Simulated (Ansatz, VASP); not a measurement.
# Al2Cu (Khatyrkite) in two plane-wave programs

One calculation is typed for both programs; each brings its own data sets. How far apart do they land? The cell is taken from a series of runs on this material, whose earlier steps may have relaxed, scaled, displaced or heated it; both programs get it as it stands.

Calculated with Ansatz 0.2.0; plane waves, with VASP 6.6.1 beside it; RPBE.

## Step 1: The starting structure

The structure is tetragonal, space group I4/mcm (No. 140). Conventional cell: a = 6.067 Å, b = 6.067 Å, c = 4.877 Å, α = 90.00°, β = 90.00°, γ = 90.00°. Nearest to Cu lie 2 Cu at 2.44 Å and 8 Al at 2.59 Å. Al has 4 Cu at 2.59 Å and 1 Al at 2.71 Å nearest. Farther neighbours are not listed.

## Step 2: Ansatz: single point, RPBE

Ansatz runs on its default PAW (the set named soft_2) files.

With cell and atoms fixed, the geometry can't cause a difference; cores, projectors, grids and the points listed under the comparison can.

The input, input.yaml:

```yaml
crystal:
  lattice:
    - [-3.0335, 3.0335, 2.4385]
    - [3.0335, -3.0335, 2.4385]
    - [3.0335, 3.0335, -2.4385]
  atoms:
    - { symbol: Cu, position: [0.25, 0.25, 0.0] }
    - { symbol: Cu, position: [0.75, 0.75, 0.0] }
    - { symbol: Al, position: [0.3419, 0.1581, 0.5] }
    - { symbol: Al, position: [0.8419, 0.3419, 0.1838] }
    - { symbol: Al, position: [0.6581, 0.8419, 0.5] }
    - { symbol: Al, position: [0.1581, 0.6581, 0.8162] }
kpoints:
  mp_grid: { grid: [10, 10, 10] }
  band_path:
    path:
      - [[0.0, 0.0, 0.0], [0.0, 0.0, 0.5], [-0.5, 0.5, 0.5], [0.0, 0.0, 0.0], [0.411546, 0.411546, -0.411546]]
      - [[-0.411546, 0.588454, 0.411546], [-0.5, 0.5, 0.5]]
      - [[0.0, 0.0, 0.5], [0.25, 0.25, 0.25], [0.0, 0.5, 0.0], [0.0, 0.0, 0.0]]
    npoints: 11
scf:
  occupations: { method: fermi_dirac, width: 0.05 }
  n_extra_bands: 16
hamiltonian:
  xc: rpbe
  pseudopotentials: { kind: paw }
output:
  forces: true
  stress: true
  dos:
    projected: true
    de: 0.05
    e_range: [-36, 12]
    nscf_kmesh: { grid: [16, 16, 16] }
  fatbands: true
```

Run with:

```sh
$ ansatz run input.yaml --threads 2 --pin off --max-ram 4096MiB --backend cpu --events-out ev --progress --plain --runs-dir out
```

Numbers of over 12 decimals in the logs are rounded to 6 here.

What it wrote:

```text
scf.n_extra_bands = 16 over 25 filled bands (N_el = 50.0): the run solves 41 bands
Engine: ansatz 0.2.0, x86_64-unknown-linux-gnu
Pseudopotentials: kind: paw
Pseudopotential: Cu, paw, valence charge 19, recommended cutoff 420 eV (normal), Cu.paw.azcp
Pseudopotential: Al, paw, valence charge 3, recommended cutoff 420 eV (normal), Al.paw.azcp
Functional definition: RPBE
  parameter kappa = 0.804
  parameter beta = 0.066725
  exchange = rpbe_x(kappa = kappa, mu = beta*pi^2/3)
  correlation = pbe_c(beta = beta)
Crystal: 6 atoms, lattice volume = 89.758 Å³
Basis set: ecut = 420 eV, 1729 PW (Γ), exchange–correlation on 72×72×72 points (8 copies of the dense FFT grid, shifted against one another)
Bands: 41, of which v1, the nominal top of the filled ones, is band 25 counted from 1 (24 counted from 0)
Symmetry: 16 space group operations
Space group: I4/mcm (ITA 140), of the structure as read, at distance tolerance 4.5e-5 Å
k-points: 102 of 1000
Non-local potential: Cu, projectors of the file, l = 0: 3, l = 1: 2, l = 2: 3, l = 3: 1
Non-local potential: Al, projectors of the file, l = 0: 2, l = 1: 2, l = 2: 1
PAW form: soft (Blöchl's): semilocal exchange-correlation on the pseudo side does not see the compensation charge
PAW frozen core: Cu, regenerated for the run's functional, and the local potential with it (the file was generated under x = pbe(κ = 0.804, μ = 0.219515), c = pbe(β = 0.066725))
PAW frozen core: Al, regenerated for the run's functional, and the local potential with it (the file was generated under x = pbe(κ = 0.804, μ = 0.219515), c = pbe(β = 0.066725))
PAW one-centre angular grid: Cu, 590 points (default); XC on 64 Gauss nodes
PAW one-centre angular grid: Al, 110 points (default); XC on 64 Gauss nodes
Initial density: superposition of atomic densities (neutral atoms: chi_scale 0, normalization atom), corrected by the library's trained network
Initial wavefunctions: pseudopotential atomic-orbital guess
Functional: x = rpbe, c = pbe(β = 0.066725)
SCF iter   1: F=—  HF=-15423.423495 eV  |F-HF|=—  |Δ(HF+E_count)|=         —  Δρ=8.71e-3  dr2=4.79e-2  ethr=1.77e-3  ⟨swp⟩=6.0  Hψ=19118  notcnv=0  defer=509
preconditioner: auto → Kerker (q_TF=auto, 2.475 Å⁻¹)  [metal: Δε(μ)=0.014 eV  Ē_g=10.670 eV  σ=0.050 eV  W_gap=0.07  n_scr=16 (ndim 8)  ℏωp=22.9 eV  f_vac=0.000  D(μ)=1.91/eV (n_scr^D=12)]
SCF iter   2: F=—  HF=-15423.417852 eV  |F-HF|=—  |Δ(HF+E_count)|=   5.64e-3  Δρ=1.30e-3  dr2=1.91e-3  ethr=9.58e-5  ⟨swp⟩=2.0  Hψ=6922  notcnv=0  defer=839
SCF iter   3: F=—  HF=-15423.417282 eV  |F-HF|=—  |Δ(HF+E_count)|=   5.70e-4  Δρ=1.18e-3  dr2=1.69e-3  ethr=3.83e-6  ⟨swp⟩=2.0  Hψ=4560  notcnv=0  defer=839
SCF iter   4: F=—  HF=-15423.417033 eV  |F-HF|=—  |Δ(HF+E_count)|=   2.49e-4  Δρ=1.96e-4  dr2=6.47e-5  ethr=3.37e-6  ⟨swp⟩=2.4  Hψ=4720  notcnv=0  defer=839
SCF iter   5: F=—  HF=-15423.417011 eV  |F-HF|=—  |Δ(HF+E_count)|=   2.14e-5  Δρ=1.03e-4  dr2=6.72e-6  ethr=1.29e-7  ⟨swp⟩=2.2  Hψ=4553  notcnv=0  defer=839
SCF iter   6: F=—  HF=-15423.417010 eV  |F-HF|=—  |Δ(HF+E_count)|=   9.00e-7  Δρ=1.06e-5  dr2=7.16e-8  ethr=2.00e-10  ⟨swp⟩=10.1  Hψ=24069  notcnv=0
SCF iter   7: F=-15423.417010 eV  HF=-15423.417010 eV  |F-HF|=2.54e-9  |Δ(HF+E_count)|=   1.25e-8  Δρ=2.76e-6  dr2=6.36e-9  ethr=1.43e-10  ⟨swp⟩=3.5  Hψ=9863  notcnv=0
SCF 1 converged in 7 iterations: F = -15423.417010 eV  dr2 = 6.36e-9
  greatest PAW one-centre occupation: 1.000 electrons in one spin orbital (limit 2), on the Cu atom at site 1 (counted from 0), in its partial waves of l = 0
NSCF: frozen V_eff on 91 k-points
NSCF: frozen V_eff on 349 k-points
SCF converged after 7 iterations
Free energy (F): -15423.417010 eV
Harris-Foulkes:  -15423.417010 eV  (|F-HF|=2.54e-9)
Internal energy: -15423.401056 eV  (E = F + TS)
E sigma→0 (E₀):  -15423.409033 eV
Entropy (-TS):   -0.015955 eV (-2.659 meV/atom)
Fermi energy:    10.407731 eV
--- Per-component energies (eV) ---
  E_band       = -928.070698
  E_kinetic    = 690.164752
  E_local      = -12446.167678  (includes V_loc(G=0)·N_el)
  E_nonlocal   = 806.472004
  E_hartree    = 5634.353355
  E_xc         = -340.405547
  E_vxc        = -348.867788  (∫ρ·V_xc dr)
  E_paw        = -5206.707925  (= ΣΔE_a)
  E_vpaw       = -898.378209  (= ΣTr[D̂ρ^β])
  E_aug_tail   = 0.000620  (compensation charges beyond the density's cutoff)
  E_ewald      = -4560.957069
  E_core_change = -0.153568  (= ΣΔE_core)
  E_smearing   = -0.015955  (= −TS)
  E_closure    = -0.000000  (closes the sum)
  Σ components = -15423.417010   (vs F -15423.417010, Δ=0.00e0)
--- Forces (eV/Å), atoms counted from 1 ---
  atom   1  Cu    -0.00000000     0.00000000     0.00000000
  atom   2  Cu    -0.00000000     0.00000000     0.00000000
  atom   3  Al     0.00352496    -0.00352496     0.00000000
  atom   4  Al    -0.00352496    -0.00352496     0.00000000
  atom   5  Al    -0.00352496     0.00352496     0.00000000
  atom   6  Al     0.00352496     0.00352496     0.00000000
  max |Σ_I F_I| component: 2.08e-17 eV/Å
--- Stress (GPa, compression-positive) ---
        1.844731       0.000000       0.000000
        0.000000       1.844731       0.000000
        0.000000      -0.000000       2.224920
  P = ⅓ Tr σ = 1.9715 GPa (19.715 kbar)
--- Band table (eV; the first three rows and the last of 102) ---
  k-point 0: bands = [... 21 lower, 8.4264, 9.0711, 9.2270, 9.2270, 9.5905, 10.0954, 10.4466, 11.8809, ... 12 higher]
  k-point 1: bands = [... 21 lower, 8.8684, 8.8774, 8.9101, 9.3237, 9.7242, 10.3773, 10.8963, 12.1191, ... 12 higher]
  k-point 2: bands = [... 21 lower, 8.4196, 8.4673, 9.0501, 9.5135, 9.6480, 11.5599, 11.7850, 12.7225, ... 12 higher]
  k-point 101: bands = [... 21 lower, 7.2785, 7.2785, 8.6502, 12.9472, 13.3495, 13.3495, 13.7412, 14.4657, ... 12 higher]
```

## Step 3: VASP: single point, RPBE

The same cell, functional, mesh and smearing now go to VASP, with its own data sets.

Lines of VASP's logs that name or quote its potential files are left out, and so is its time.

The input, INCAR:

```
SYSTEM = Al2Cu
PREC = Accurate
ENCUT = 600
EDIFF = 1E-06
NELM = 120
ISMEAR = -1
SIGMA = 0.05
LREAL = .FALSE.
ALGO = Normal
GGA = RP
NBANDS = 23
LASPH = .TRUE.
LORBIT = 11
LWAVE = .FALSE.
LCHARG = .FALSE.
ISIF = 2
GGA_COMPAT = .FALSE.
KPAR = 2
```

The input, POSCAR:

```
Al2Cu
1.0
   -3.0335000000      3.0335000000      2.4385000000
    3.0335000000     -3.0335000000      2.4385000000
    3.0335000000      3.0335000000     -2.4385000000
Cu Al
2 4
Direct
    0.2500000000      0.2500000000      0.0000000000
    0.7500000000      0.7500000000      0.0000000000
    0.3419000000      0.1581000000      0.5000000000
    0.8419000000      0.3419000000      0.1838000000
    0.6581000000      0.8419000000      0.5000000000
    0.1581000000      0.6581000000      0.8162000000
```

The input, KPOINTS:

```
Automatic mesh
0
Gamma
10 10 10
0 0 0
```

Potentials, in the order of the species: Cu and Al (PBE family, release 64).

Run with:

```sh
$ mpirun -np 2 vasp_std
```

What it wrote:

```text
[banner, memory and clock lines left out]
running    2 mpi-ranks, on    1 nodes
 distrk:  each k-point on    1 cores,    2 groups
 distr:  one band on    1 cores,    1 groups

 POSCAR found type information on POSCAR CuAl
 POSCAR found :  2 types and       6 ions
|                                                                             |
|               ----> ADVICE to this user running VASP <----                  |
|                                                                             |
|     You enforced a specific xc type in the INCAR file but a different       |
|     [... a line on the potential file left out ...]
|     I HOPE YOU KNOW WHAT YOU ARE DOING!                                     |
|                                                                             |

 LDA part: xc-table for (Slater+PW92), standard interpolation
 POSCAR, INCAR and KPOINTS ok, starting setup
 FFT: planning ... GRIDC
 FFT: planning ... GRID_SOFT
 FFT: planning ... GRID
 WAVECAR not read
 entering main loop
       N       E                     dE             d eps       ncg     rms          rms(c)
DAV:   1     0.194742934201E+03    0.19474E+03   -0.15141E+04  4692   0.184E+03
DAV:   2    -0.137566201301E+02   -0.20850E+03   -0.19960E+03  4692   0.327E+02
DAV:   3    -0.255780027291E+02   -0.11821E+02   -0.11196E+02  6427   0.101E+02
DAV:   4    -0.258753570421E+02   -0.29735E+00   -0.29660E+00  6695   0.136E+01
DAV:   5    -0.258818897529E+02   -0.65327E-02   -0.65312E-02  6855   0.189E+00    0.212E+01
DAV:   6    -0.313962047339E+02   -0.55143E+01   -0.13021E+02  5745   0.312E+02    0.182E+01
DAV:   7    -0.219459500777E+02    0.94503E+01   -0.31500E+01  5725   0.122E+02    0.472E+00
DAV:   8    -0.214288601027E+02    0.51709E+00   -0.38898E+00  7497   0.445E+01    0.134E+00
DAV:   9    -0.214168534872E+02    0.12007E-01   -0.23639E-01  7657   0.699E+00    0.710E-01
DAV:  10    -0.214278948820E+02   -0.11041E-01   -0.62816E-02  7388   0.696E+00    0.864E-01
DAV:  11    -0.214153797857E+02    0.12515E-01   -0.47023E-02  7173   0.634E+00    0.152E-01
DAV:  12    -0.214155427848E+02   -0.16300E-03   -0.20860E-03  5426   0.348E-01    0.830E-02
DAV:  13    -0.214155683804E+02   -0.25596E-04   -0.79351E-05  7782   0.142E-01    0.605E-02
DAV:  14    -0.214155349410E+02    0.33439E-04   -0.11591E-04  7019   0.307E-01    0.454E-03
DAV:  15    -0.214155355009E+02   -0.55994E-06   -0.67470E-06  5325   0.192E-02
   1 F= -.21415536E+02 E0= -.21407591E+02  d E =-.158885E-01
```

Parts of OUTCAR (step 3):

```text
ion  position               nearest neighbor table
   1  0.250  0.250  0.000-   2 2.44   2 2.44   6 2.59   4 2.59   6 2.59   4 2.59   3 2.59   3 2.59
                             5 2.59   5 2.59
   2  0.750  0.750  0.000-   1 2.44   1 2.44   6 2.59   4 2.59   6 2.59   4 2.59   5 2.59   5 2.59
                             3 2.59   3 2.59
   3  0.342  0.158  0.500-   1 2.59   1 2.59   2 2.59   2 2.59   5 2.71   5 2.90   5 2.90   6 3.10
                             4 3.10   6 3.10   4 3.10   6 3.23   4 3.23   4 3.23   6 3.23
   4  0.842  0.342  0.184-   1 2.59   2 2.59   2 2.59   1 2.59   6 2.71   6 2.90   6 2.90   3 3.10
                             5 3.10   3 3.10   5 3.10   3 3.23   5 3.23   3 3.23   5 3.23
   5  0.658  0.842  0.500-   2 2.59   2 2.59   1 2.59   1 2.59   3 2.71   3 2.90   3 2.90   6 3.10
                             4 3.10   6 3.10   4 3.10   6 3.23   4 3.23   6 3.23   4 3.23
   6  0.158  0.658  0.816-   1 2.59   2 2.59   2 2.59   1 2.59   4 2.71   4 2.90   4 2.90   3 3.10
                             5 3.10   5 3.10   3 3.10   3 3.23   5 3.23   3 3.23   5 3.23

  LATTYP: Found a body centered tetragonal cell.
 ALAT       =     6.0670000000
 C/A-ratio  =     0.8038569309

 Subroutine GETGRP returns: Found 16 space group operations
 (whereof  8 operations were pure point group operations)

The static configuration has the point symmetry C_4h.
 The point group associated with its full space group is D_4h.

 Found    102 irreducible k-points:

   k-points           NKPTS =    102   k-points in BZ     NKDIM =    102   number of bands    NBANDS=     23

   dimension x,y,z NGX =    40 NGY =   40 NGZ =   40
   dimension x,y,z NGXF=    80 NGYF=   80 NGZF=   80

   ENCUT  =  600.0 eV  44.10 Ry    6.64 a.u.   9.86  9.86  9.86*2*pi/ulx,y,z

   NELECT =      34.0000    total number of electrons

 k-points in reciprocal lattice and weights: Automatic mesh
   0.00000000  0.00000000  0.00000000       0.001
   0.10000000 -0.00000000  0.00000000       0.008
   0.20000000 -0.00000000  0.00000000       0.008
   0.30000000  0.00000000  0.00000000       0.008
   0.40000000  0.00000000  0.00000000       0.008
   0.50000000 -0.00000000  0.00000000       0.004
   0.10000000  0.10000000  0.00000000       0.008
   0.20000000  0.10000000  0.00000000       0.016
   0.30000000  0.10000000  0.00000000       0.016
[...]
-0.40000000 -0.40000000  0.40000000       0.002
   0.50000000  0.50000000  0.50000000       0.001

 average (electrostatic) potential at core
       1 -64.4711       2 -64.4711       3 -72.8017       4 -72.8017       5 -72.8017
       6 -72.8017

 E-fermi :   8.0219

 k-point     1 :       0.0000    0.0000    0.0000
  band No.  band energies     occupation
    ...
     16       6.8561      2.00000
     17       6.8561      2.00000
     18       7.1863      2.00000
     19       7.6936      1.99719
     20       8.0516      0.71145
     21       9.4755      0.00000
     22       9.4755      0.00000
     23       9.7297      0.00000

 k-point     2 :       0.1000   -0.0000    0.0000
  band No.  band energies     occupation
    ...
     15       6.5012      2.00000
     16       6.5170      2.00000
     17       6.5968      2.00000
     18       7.1010      2.00000
     19       7.6551      1.99870
     20       8.9151      0.00000
     21       9.9071      0.00000
     22       9.9515      0.00000
     23      10.6064      0.00000

 k-point     3 :       0.2000   -0.0000    0.0000
  band No.  band energies     occupation
    ...
     14       5.3551      2.00000
     15       5.8725      2.00000
     16       6.1258      2.00000
     17       7.2362      2.00000
     18       7.4402      1.99998
     19       8.3143      0.00576
     20       9.6778      0.00000
     21      10.9319      0.00000
     22      10.9900      0.00000
     23      11.4081      0.00000

  Total        1.0908798      1.0908798      1.3159234      0.0000000     -0.0000000      0.0000000
  in kB       19.4722759     19.4722759     23.4893200      0.0000000     -0.0000000      0.0000000
  external PRESSURE =      20.8112906 kB  Pullay stress =       0.0000000 kB

  energy-cutoff  :      600.00
  volume of cell :       89.76
      direct lattice vectors                 reciprocal lattice vectors
    -3.033500000  3.033500000  2.438500000     0.000000000  0.164826108  0.205044084
     3.033500000 -3.033500000  2.438500000     0.164826108  0.000000000  0.205044084
     3.033500000  3.033500000 -2.438500000     0.164826108  0.164826108  0.000000000

 POSITION                                       TOTAL-FORCE (eV/Angst)
 -----------------------------------------------------------------------------------
      0.00000      0.00000      1.21925         0.000000      0.000000     -0.000000
      0.00000      0.00000      3.65775        -0.000000      0.000000     -0.000000
      0.95919      2.07431      0.00000        -0.000018      0.000018     -0.000000
     -0.95919      2.07431      2.43850         0.000018      0.000018      0.000000
      2.07431      0.95919      2.43850         0.000018     -0.000018      0.000000
      3.99269      0.95919     -0.00000        -0.000018     -0.000018     -0.000000
 -----------------------------------------------------------------------------------
    total drift:                               -0.000000     -0.000000      0.000000

  FREE ENERGIE OF THE ION-ELECTRON SYSTEM (eV)
  ---------------------------------------------------
  free  energy   TOTEN  =       -21.4155355009 eV

  energy  without entropy=      -21.3996469560  energy(sigma->0) =      -21.40759123

 total charge
# of ion       s       p       d       tot
------------------------------------------
    1        0.487   0.508   9.113  10.108
    2        0.487   0.508   9.113  10.108
    3        0.421   0.336   0.000   0.757
    4        0.421   0.336   0.000   0.757
    5        0.421   0.336   0.000   0.757
    6        0.421   0.336   0.000   0.757
--------------------------------------------------
tot          2.657   2.360  18.227  23.244

[... 3 further parts left out ...]
```

The run ends at a pressure of 2.08 GPa.

## Step 4: Differences

Known differences besides the potentials themselves: the data sets hold 50 valence electrons in Ansatz (on its default PAW (the set named soft_2) files) and 34 in VASP; the cutoff is 420 eV in Ansatz and 600 eV in VASP; Ansatz makes its cores anew for this functional, VASP keeps those of its PBE data sets. Total energies have different zeros and are not compared.

Both answers:

```tsv
quantity	Ansatz	VASP	difference
pressure (GPa)	1.97	2.08	-0.11
```

The largest component of a force difference here is 4 meV/Å.

## Step 5: Results

```json
{
 "difference in pressure (single point, RPBE)": "-0.11 GPa"
}
```

What this shows: The difference in pressure is -0.11 GPa (single point, RPBE), within the 1 GPa picked in this series as the mark of a large difference. The data sets hold unlike numbers of valence electrons (50 in Ansatz and 34 in VASP), so part of the differences may come from the potentials. How closely two codes agree says nothing of how well the functional describes the real material.

[Lines on the potential files, build, host, timing and source positions are cut from VASP's logs without a mark.]

[Logs are printed without paths, hosts, clocks, repeated set-up lines and the standing remarks that a program may print on its own settings, such as how far it seeks lower states.]

[Hosts, paths, dates, database ids (printed as entryN), source tags and the programs' standing remarks are cut or masked in the printed files.]
